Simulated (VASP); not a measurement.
All values below come from PBE GGA with D3 dispersion (Becke-Johnson damping), VASP's PBE PAW potentials (set 64) (plane waves; VASP).

The input files of a VASP run:

**KPOINTS**
```
Automatic mesh
0
Gamma
8 8 8
0 0 0
```

INCAR:
```
SYSTEM  =  PbS
PREC  =  Accurate; ENCUT  =  520; LREAL  =  F
LASPH  =  T
EDIFF  =  1E-7; NELM  =  100; ALGO  =  Normal
LMAXMIX  =  4
ISMEAR  =  0; SIGMA  =  0.05
GGA  =  PE; IVDW  =  12
ISIF  =  2
LWAVE  =  F; LCHARG  =  F
```

### POSCAR
```
PbS
1
    0.0000000000     2.9943888928     2.9943888928
    2.9943888928     0.0000000000     2.9943888928
    2.9943888928     2.9943888928     0.0000000000
Pb S
1 1
Direct
  0.0000000000   0.0000000000   0.0000000000
  0.5000000000   0.5000000000   0.5000000000
```

POTCAR, in this order: Pb_d S (PBE.64 set). Program: vasp_std.

Output

### OUTCAR
```
 ion  position               nearest neighbor table
   1  0.000  0.000  0.000-   2 2.99   2 2.99   2 2.99   2 2.99   2 2.99   2 2.99
   2  0.500  0.500  0.500-   1 2.99   1 2.99   1 2.99   1 2.99   1 2.99   1 2.99
  LATTYP: Found a face centered cubic cell.
 ALAT       =     5.9887777856
 Subroutine PRICEL returns:
 Original cell was already a primitive cell.
 Subroutine GETGRP returns: Found 48 space group operations
The static configuration has the point symmetry O_h .
The dynamic configuration has the point symmetry O_h .
 Subroutine INISYM returns: Found 48 space group operations
 Subroutine IBZKPT returns following result:
 Found     29 irreducible k-points:

 Following reciprocal coordinates:
            Coordinates               Weight
  0.000000  0.000000  0.000000      1.000000
  0.125000  0.000000  0.000000      8.000000
  0.250000  0.000000  0.000000      8.000000
  0.375000  0.000000  0.000000      8.000000
  0.500000  0.000000  0.000000      4.000000
  0.125000  0.125000  0.000000      6.000000
  0.250000  0.125000  0.000000     24.000000
  0.375000  0.125000  0.000000     24.000000
  0.500000  0.125000  0.000000     24.000000
 -0.375000  0.125000  0.000000     24.000000
 -0.250000  0.125000  0.000000     24.000000
 -0.125000  0.125000  0.000000     12.000000
  0.250000  0.250000  0.000000      6.000000
  0.375000  0.250000  0.000000     24.000000
  0.500000  0.250000  0.000000     24.000000
 -0.375000  0.250000  0.000000     24.000000
 -0.250000  0.250000  0.000000     12.000000
  0.375000  0.375000  0.000000      6.000000
  0.500000  0.375000  0.000000     24.000000
 -0.375000  0.375000  0.000000     12.000000
  0.500000  0.500000  0.000000      3.000000
  0.375000  0.250000  0.125000     24.000000
  0.500000  0.250000  0.125000     48.000000
 -0.375000  0.250000  0.125000     24.000000
...
```

OSZICAR:
```
       N       E                     dE             d eps       ncg     rms          rms(c)
DAV:   1     0.158753656007E+03    0.15875E+03   -0.99273E+03   818   0.147E+03
DAV:   2     0.463452335371E+01   -0.15412E+03   -0.15090E+03   842   0.353E+02
DAV:   3    -0.893466512530E+01   -0.13569E+02   -0.13370E+02  1110   0.108E+02
DAV:   4    -0.926412326504E+01   -0.32946E+00   -0.32928E+00   894   0.198E+01
DAV:   5    -0.927721794603E+01   -0.13095E-01   -0.13094E-01  1180   0.391E+00    0.444E+00
DAV:   6    -0.876392466073E+01    0.51329E+00   -0.16028E+00  1204   0.970E+00    0.313E+00
DAV:   7    -0.876544823084E+01   -0.15236E-02   -0.15226E-01   864   0.221E+00    0.182E+00
DAV:   8    -0.876923134049E+01   -0.37831E-02   -0.16673E-02   872   0.164E+00    0.292E-01
DAV:   9    -0.876878250604E+01    0.44883E-03   -0.34206E-03  1270   0.590E-01    0.923E-02
DAV:  10    -0.876899120778E+01   -0.20870E-03   -0.37600E-04   836   0.129E-01    0.542E-02
DAV:  11    -0.876899749053E+01   -0.62828E-05   -0.70059E-05  1010   0.102E-01    0.130E-02
DAV:  12    -0.876899859078E+01   -0.11002E-05   -0.44046E-06  1010   0.218E-02    0.240E-03
DAV:  13    -0.876899865905E+01   -0.68269E-07   -0.15751E-07   718   0.534E-03
   1 F= -.94434707E+01 E0= -.94434707E+01  d E =-.884697E-11
```

File OUTCAR:
```
------------------------ aborting loop because EDIFF is reached ----------------------------------------
 Edisp (eV)   -0.67447
  FORCE on cell =-STRESS in cart. coord.  units (eV):
  Direction    XX          YY          ZZ          XY          YZ          ZX
  --------------------------------------------------------------------------------------
  Total      -0.52018    -0.52018    -0.52018    -0.00000     0.00000     0.00000
  in kB     -15.52075   -15.52075   -15.52075    -0.00000     0.00000     0.00000
  external pressure =      -15.52 kB  Pullay stress =        0.00 kB
  volume of cell :       53.70
      direct lattice vectors                 reciprocal lattice vectors
     0.000000000  2.994388893  2.994388893    -0.166978979  0.166978979  0.166978979
     2.994388893  0.000000000  2.994388893     0.166978979 -0.166978979  0.166978979
     2.994388893  2.994388893  0.000000000     0.166978979  0.166978979 -0.166978979
  FREE ENERGIE OF THE ION-ELECTRON SYSTEM (eV)
  ---------------------------------------------------
  free  energy   TOTEN  =        -9.4434707048 eV

  energy  without entropy=       -9.4434707048  energy(sigma->0) =       -9.44347070
```
(Selected blocks of OUTCAR.)

The compound is PbS in the rock salt structure. This cell is one point of a volume scan, at 1.03 of the reference volume.
